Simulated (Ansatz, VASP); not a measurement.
# PtSe2 in two plane-wave programs

One calculation is typed for both programs; each brings its own data sets. How far apart do they land? The structure shown is the end of the Ansatz relaxation below.

Method: plane waves, with VASP 6.6.1 beside it; single point at PBE with D3(BJ), in Ansatz 0.2.0.

## 1. Set-up

The cell holds 18 atoms: 6 Pt and 12 Se. Cell: a = 3.760 Å, b = 3.760 Å, c = 42.722 Å, α = 90.0°, β = 90.0°, γ = 120.0°. Vacuum lies along c.

## 2. Ansatz: relaxation, PBE with D3(BJ)

Ansatz runs on its PAW soft_1 files.

This run makes the geometry at which the two programs are then compared.

File input.yaml:

```yaml
crystal:
  lattice:
    - [3.7278, 0.0, 0.0]
    - [-1.8639, 3.2283695, 0.0]
    - [0.0, 0.0, 42.722463]
  atoms:
    - { symbol: Pt, position: [0.0, 0.0, 0.20558228] }
    - { symbol: Pt, position: [0.0, 0.0, 0.32334937] }
    - { symbol: Pt, position: [0.0, 0.0, 0.44111646] }
    - { symbol: Pt, position: [0.0, 0.0, 0.55888354] }
    - { symbol: Pt, position: [0.0, 0.0, 0.67665063] }
    - { symbol: Pt, position: [0.0, 0.0, 0.79441772] }
    - { symbol: Se, position: [0.66666667, 0.33333333, 0.17555168] }
    - { symbol: Se, position: [0.33333333, 0.66666667, 0.23561289] }
    - { symbol: Se, position: [0.66666667, 0.33333333, 0.29331876] }
    - { symbol: Se, position: [0.33333333, 0.66666667, 0.35337998] }
    - { symbol: Se, position: [0.66666667, 0.33333333, 0.41108585] }
    - { symbol: Se, position: [0.33333333, 0.66666667, 0.47114706] }
    - { symbol: Se, position: [0.66666667, 0.33333333, 0.52885294] }
    - { symbol: Se, position: [0.33333333, 0.66666667, 0.58891415] }
    - { symbol: Se, position: [0.66666667, 0.33333333, 0.64662002] }
    - { symbol: Se, position: [0.33333333, 0.66666667, 0.70668124] }
    - { symbol: Se, position: [0.66666667, 0.33333333, 0.76438711] }
    - { symbol: Se, position: [0.33333333, 0.66666667, 0.82444832] }
kpoints:
  mp_grid: { grid: [10, 10, 1] }
scf:
  occupations: { method: fermi_dirac, width: 0.02 }
hamiltonian:
  xc: pbe
  pseudopotentials: { kind: paw, azcp: { folder: soft_1 } }
  dispersion: d3bj
basis:
  ecutwfc: 600
output:
  forces: true
  stress: true
  write_density: true
  write_potential: true
  elf: true
  volumetric_format: npy
relax:
  f_tol: 0.005
  max_steps: 70
  cell: { stress_tol: 0.02, p_target: 0, fix: [c, alpha, beta, gamma] }
```

Started as:

```sh
$ ansatz run input.yaml --threads 8 --pin off --max-ram 18432MiB --backend cpu --events-out ev --progress --plain --runs-dir out
```

Numbers of over 12 decimals in the logs are rounded to 6 here.

The log of the run:

```text
Warning: crystal.symmetry: narrowed to the stabiliser of the fixed cell quantities (relax.cell.fix) — unitary ops 12 → 4. The narrowing is safe, since a smaller group never makes results wrong: the run goes on under it, on as many k-points as the starting group would need, or more. Excluded: 8 operations that would move a fixed cell quantity at a test strain (relax.cell.fix fixes c, alpha, beta, gamma). The cell can leave their symmetry as it relaxes.
Engine: ansatz 0.2.0, aarch64-unknown-linux-gnu
Pseudopotentials: kind: paw
Pseudopotential: Pt, paw, valence charge 18, recommended cutoff 420 eV (normal), soft_1/Pt.paw.azcp
Pseudopotential: Se, paw, valence charge 16, recommended cutoff 420 eV (normal), soft_1/Se.paw.azcp
Functional definition: PBE
  parameter kappa = 0.804
  parameter beta = 0.066725
  exchange = pbe_x(kappa = kappa, mu = beta*pi^2/3)
  correlation = pbe_c(beta = beta)
Crystal: 18 atoms, lattice volume = 514.153 Å³
Basis set: ecut = 600 eV, 17253 PW (Γ), exchange–correlation on 60×60×720 points (8 copies of the dense FFT grid, shifted against one another)
Bands: 180, of which v1, the nominal top of the filled ones, is band 150 counted from 1 (149 counted from 0)
Symmetry: 4 space group operations
k-points: 31 of 100
Non-local potential: Pt, projectors of the file, l = 0: 3, l = 1: 2, l = 2: 2, l = 3: 1
Non-local potential: Se, projectors of the file, l = 0: 2, l = 1: 2, l = 2: 3, l = 3: 1
PAW form: soft (Blöchl's): semilocal exchange-correlation on the pseudo side does not see the compensation charge
PAW one-centre angular grid: Pt, 590 points (default); XC on 64 Gauss nodes
PAW one-centre angular grid: Se, 590 points (default); XC on 64 Gauss nodes
Initial density: superposition of atomic densities (neutral atoms: chi_scale 0, normalization atom)
Initial wavefunctions: pseudopotential atomic-orbital guess
Functional: x = pbe(κ = 0.804, μ = 0.219515), c = pbe(β = 0.066725)
SCF iter   1: F=—  HF=-140796.472781 eV  |F-HF|=—  |Δ(HF+E_count)|=         —  Δρ=6.64e-2  dr2=2.50e1  ethr=3.10e-3  ⟨swp⟩=6.3  Hψ=20646  notcnv=0  defer=119
preconditioner: auto → Resta (q_TF=auto, 2.494 Å⁻¹)  ε∞=4.7  [insulator: Δε(μ)=0.431 eV  Ē_g=9.824 eV  σ=0.020 eV  W_gap=1.00  n_scr=158 (ndim 8)  ℏωp=18.8 eV  f_vac=0.292  D(μ)=0.00/eV (n_scr^D=0)  ε∞_Penn≈4.7  vacuum switching on, ρ_ref=7.0e-3 e/Å³]
SCF iter   2: F=—  HF=-140792.515657 eV  |F-HF|=—  |Δ(HF+E_count)|=    3.96e0  Δρ=2.25e-2  dr2=3.34e0  ethr=3.10e-3  ⟨swp⟩=3.0  Hψ=11329  notcnv=0  defer=706
preconditioner: auto → LDOS  [metal: Δε(μ)=0.037 eV  Ē_g=10.071 eV  σ=0.020 eV  W_gap=0.42  n_scr=158 (ndim 8)  ℏωp=18.8 eV  f_vac=0.295  D(μ)=5.66/eV (n_scr^D=18)  β→1.0]
SCF iter   3: F=—  HF=-140792.032083 eV  |F-HF|=—  |Δ(HF+E_count)|=   4.84e-1  Δρ=6.36e-3  dr2=1.01e-1  ethr=1.11e-3  ⟨swp⟩=2.5  Hψ=7436  notcnv=0  defer=646
SCF iter   4: F=—  HF=-140792.060272 eV  |F-HF|=—  |Δ(HF+E_count)|=   2.82e-2  Δρ=2.73e-3  dr2=2.00e-1  ethr=3.37e-5  ⟨swp⟩=3.5  Hψ=11142  notcnv=0  defer=646
SCF iter   5: F=—  HF=-140792.040615 eV  |F-HF|=—  |Δ(HF+E_count)|=   1.97e-2  Δρ=1.47e-3  dr2=9.21e-2  ethr=3.37e-5  ⟨swp⟩=3.7  Hψ=7197  notcnv=0  defer=654
SCF iter   6: F=—  HF=-140792.032620 eV  |F-HF|=—  |Δ(HF+E_count)|=   8.00e-3  Δρ=4.86e-4  dr2=4.63e-3  ethr=3.07e-5  ⟨swp⟩=2.2  Hψ=6235  notcnv=0  defer=646
SCF iter   7: F=—  HF=-140792.032142 eV  |F-HF|=—  |Δ(HF+E_count)|=   4.78e-4  Δρ=1.96e-4  dr2=8.07e-4  ethr=1.54e-6  ⟨swp⟩=2.1  Hψ=6771  notcnv=0  defer=646
SCF iter   8: F=—  HF=-140792.032187 eV  |F-HF|=—  |Δ(HF+E_count)|=   4.50e-5  Δρ=1.21e-4  dr2=1.64e-4  ethr=2.69e-7  ⟨swp⟩=2.0  Hψ=6711  notcnv=0  defer=646
SCF iter   9: F=—  HF=-140792.032191 eV  |F-HF|=—  |Δ(HF+E_count)|=   4.47e-6  Δρ=4.36e-5  dr2=2.81e-5  ethr=5.47e-8  ⟨swp⟩=2.0  Hψ=6637  notcnv=0  defer=646
SCF iter  10: F=—  HF=-140792.032625 eV  |F-HF|=—  |Δ(HF+E_count)|=   4.34e-4  Δρ=2.28e-5  dr2=3.01e-6  ethr=9.37e-9  ⟨swp⟩=2.2  Hψ=6634  notcnv=0  defer=646
SCF iter  11: F=—  HF=-140792.032627 eV  |F-HF|=—  |Δ(HF+E_count)|=   2.00e-6  Δρ=9.16e-6  dr2=6.98e-7  ethr=1.00e-9  ⟨swp⟩=2.2  Hψ=7006  notcnv=0  defer=646
SCF iter  12: F=-140792.032628 eV  HF=-140792.032628 eV  |F-HF|=1.43e-8  |Δ(HF+E_count)|=   4.11e-7  Δρ=3.16e-6  dr2=6.77e-8  ethr=3.33e-11  ⟨swp⟩=8.0  Hψ=36853  notcnv=0
SCF 1 converged in 12 iterations: F = -140792.032628 eV  dr2 = 6.77e-8
  greatest PAW one-centre occupation: 1.000 electrons in one spin orbital (limit 2), on the Pt atom at site 4 (counted from 0), in its partial waves of l = 0
relax step   1: F+E_penalty+E_count = -140792.03262772 eV  Δ(F+E_penalty+E_count) = +0.000e0 eV  max|allowed force component| = 4.352e-1 eV/Å  Δτ_max = 0.0000 Å  P = +1.447 GPa  Ω = 514.153 Å³  fix = [c, alpha, beta, gamma]  reactions: c +0.767 GPa; alpha -0.000, beta +0.000, gamma +0.000 GPa/rad  (12 SCF iters, dr2 threshold 1.00e-7 eV, accepted)
Crystal: 18 atoms, lattice volume = 519.243 Å³
[...]
k-point 1: bands = [... 146 lower, 7.2211, 7.2882, 7.4910, 7.7398, 8.4969, 8.5045, 8.7060, 8.7567, ... 26 higher]
  k-point 2: bands = [... 146 lower, 6.5263, 6.8202, 7.1446, 7.4890, 8.0794, 8.1346, 8.2397, 8.2867, ... 26 higher]
  k-point 30: bands = [... 146 lower, 5.1731, 5.6053, 6.0079, 6.2925, 8.1446, 8.2632, 8.4289, 8.5551, ... 26 higher]
--- Relaxed structure (6 steps of the walk, 6 accepted, 1 SCFs on fresh bases) ---
  F+E_penalty+E_count = -140792.14452778 eV   max|allowed force component| = 3.420e-3 eV/Å   (the final SCF, on the basis selected at the relaxed cell)
  cell:  # Å, volume = 523.1382 Å³
    - [3.760233, 8.367083205088097e-19, 0]
    - [-1.880117, 3.256457, 0]
    - [0, 0, 42.722463]
  atoms:
    - { symbol: Pt, position: [8.518927465741516e-9, -8.518927465741514e-9, 0.216129] }
    - { symbol: Pt, position: [-7.369598645649095e-9, 7.369598645649092e-9, 0.329902] }
    - { symbol: Pt, position: [5.955303903585984e-9, -5.955303903585981e-9, 0.443270] }
    - { symbol: Pt, position: [-5.955303903585984e-9, 5.955303903585981e-9, 0.556730] }
    - { symbol: Pt, position: [7.369598645649095e-9, -7.369598645649092e-9, 0.670098] }
    - { symbol: Pt, position: [-8.518927465741516e-9, 8.518927465741514e-9, 0.783871] }
    - { symbol: Se, position: [0.666667, 0.333333, 0.185531] }
    - { symbol: Se, position: [0.333333, 0.666667, 0.245954] }
    - { symbol: Se, position: [0.666667, 0.333333, 0.299817] }
    - { symbol: Se, position: [0.333333, 0.666667, 0.359996] }
    - { symbol: Se, position: [0.666667, 0.333333, 0.413185] }
    - { symbol: Se, position: [0.333333, 0.666667, 0.473366] }
    - { symbol: Se, position: [0.666667, 0.333333, 0.526634] }
    - { symbol: Se, position: [0.333333, 0.666667, 0.586815] }
    - { symbol: Se, position: [0.666667, 0.333333, 0.640004] }
    - { symbol: Se, position: [0.333333, 0.666667, 0.700183] }
    - { symbol: Se, position: [0.666667, 0.333333, 0.754046] }
    - { symbol: Se, position: [0.333333, 0.666667, 0.814469] }
```

Reading the cycles: dr2 is the Hartree energy of the density residual (eV), the measure of convergence; HF is the Harris–Foulkes estimate of the energy, which meets the free energy F at convergence.

[end of part 1 of 2]

[Lines on the potential files, build, host, timing and source positions are cut from VASP's logs without a mark.]

[Logs are printed without paths, hosts, clocks, repeated set-up lines and the standing remarks that a program may print on its own settings, such as how far it seeks lower states.]

[Hosts, paths, dates, database ids (printed as entryN), source tags and the programs' standing remarks are cut or masked in the printed files.]
